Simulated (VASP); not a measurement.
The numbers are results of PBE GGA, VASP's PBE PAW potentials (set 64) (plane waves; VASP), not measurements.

Input for VASP

File KPOINTS:
```
Automatic mesh
0
Gamma
4 4 1
0 0 0
```

**POSCAR**
```
CdSe
1
    4.3186410000     0.0000000000     0.0000000000
   -2.1593210000     3.7400530000     0.0000000000
    0.0000000000     0.0000000000    14.1381260000
Cd Se
4 4
Direct
  0.0000000000   0.0000000000   0.0000000000
  0.0000000000   0.0000000000   0.5000000000
  0.6666670000   0.3333330000   0.7501800000
  0.3333330000   0.6666670000   0.2501800000
  0.0000000000   0.0000000000   0.8121600000
  0.0000000000   0.0000000000   0.3121600000
  0.6666670000   0.3333330000   0.5632900000
  0.3333330000   0.6666670000   0.0632900000
```

INCAR:
```
! general
SYSTEM   =  CdSe
PREC     =  Accurate
ENCUT    =  300   ! plane-wave cut-off (eV)
LREAL    =  .FALSE.   ! projection in real space or not
LASPH    =  .TRUE.   ! aspherical one-centre terms

! electronic loop
EDIFF    =  1E-6
NELM     =  100
ALGO     =  Normal
LMAXMIX  =  4   ! l cut-off of mixed one-centre charges

! smearing
ISMEAR   =  -1
SIGMA    =  0.1   ! width (eV)

! functional
GGA      =  PE

! ions
ISIF     =  2   ! forces and stress, cell fixed

! output
LWAVE    =  .FALSE.
LCHARG   =  .FALSE.
```

POTCAR, in this order: Cd Se (PBE.64 set). Program: vasp_std.

At this cut-off the stress carries a Pulay error, which pulls relaxed volumes low.

**Question.** Estimate the energy per atom (σ→0), pressure.

**Answer.** 
| Item | Value |
|---|---|
| energy per atom (σ→0) | -2.721 eV/atom |
| pressure | 2.41 GPa |

OSZICAR:
```
...
DAV:   8    -0.217729623666E+02    0.35036E-01   -0.26872E-01   365   0.348E+00    0.639E-01
DAV:   9    -0.217742080855E+02   -0.12457E-02   -0.28654E-02   375   0.130E+00    0.247E-01
DAV:  10    -0.217743298880E+02   -0.12180E-03   -0.22971E-03   392   0.409E-01    0.933E-02
DAV:  11    -0.217745369307E+02   -0.20704E-03   -0.39379E-04   367   0.934E-02    0.387E-02
DAV:  12    -0.217745831153E+02   -0.46185E-04   -0.53619E-05   381   0.320E-02    0.130E-02
DAV:  13    -0.217745887185E+02   -0.56032E-05   -0.19652E-05   381   0.251E-02    0.356E-03
DAV:  14    -0.217745891587E+02   -0.44014E-06   -0.29481E-06   290   0.112E-02
   1 F= -.21774589E+02 E0= -.21769994E+02  d E =-.919052E-02
```

The structure was generated: CdSe was put into an ordered model structure, which need not be its known phase. The cell was not relaxed at this level, and its volume differs by -5.9 % from the start's. The k-mesh is coarse (spacing up to 0.44 per Å, 2π included), so the numbers may not be converged in it.
